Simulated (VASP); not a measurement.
```
TiC
1.0
    0.00000     2.14747     2.18193
    2.21137     0.00000     2.18193
    2.21137     2.14747     0.00000
Ti C
1 1
Direct
  0.00000   0.00000   0.00000
  0.48026   0.51974   0.51974
```

All values below come from PBE GGA + U (Dudarev), VASP's PBE PAW potentials (set 64) (plane waves; VASP). Numerical set-up: 520 eV cut-off, 13×13×13 Γ-centred mesh, first-order Methfessel-Paxton smearing of 0.10 eV, potentials Ti_sv C, U − J: Ti 8.00 eV.

Q: Which forces act on the atoms, in eV/Å?

A: 
| atom | Fx | Fy | Fz |
|---|---|---|---|
| Ti1 | 0.870 | 0.000 | 0.000 |
| C2 | -0.870 | 0.000 | 0.000 |

Q: Give the stress tensor in GPa (positive for a compressed cell).

A: 
```
14.37   0.00   0.00
 0.00  24.81   0.00
 0.00   0.00  17.58
```
The pressure is its mean diagonal, 18.92 GPa.

The compound is TiC in the rock salt structure. The cell was not relaxed at this level, atoms are displaced from their ideal sites. The run is one of a series of settings (LDAU = .TRUE., LDAUJ = 0 0, LDAUL = 2 -1, LDAUTYPE = 2, LDAUU = 8.0 0 against the base run), some of them coarse on purpose.
